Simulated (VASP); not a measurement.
Given:

```
MoSi2
1.0
   -1.58882     1.58882     3.89817
    1.58882    -1.58882     3.89817
    1.58882     1.58882    -3.89817
Mo Si
1 2
Cartesian
  0.00000   0.00000   0.00000
  0.00000   0.00000   2.60859
  0.00000   0.00000   5.18774
```

Calculation: PBE GGA with D3 dispersion (Becke-Johnson damping), VASP's PBE PAW potentials (set 64) (plane waves; VASP). Run with 400 eV cut-off, 15×15×15 Γ-centred mesh, tetrahedra with Blöchl corrections, potentials Mo_sv Si.

### Question
Predict the energy per atom (σ→0), band gap (on the k-mesh) with the smallest direct gap where there is one.

### Answer

| Property | Value |
|---|---|
| band gap (on the k-mesh) | none (metal, semimetal or under 0.01 eV) |
| energy per atom (σ→0) | -8.331 eV/atom |

Total energies compare only between runs with the same potentials, cut-off and functional.

The structure comes from a measured Si2Mo entry (I4/mmm) of the Crystallography Open Database, whose conditions weren't checked. It was relaxed first.
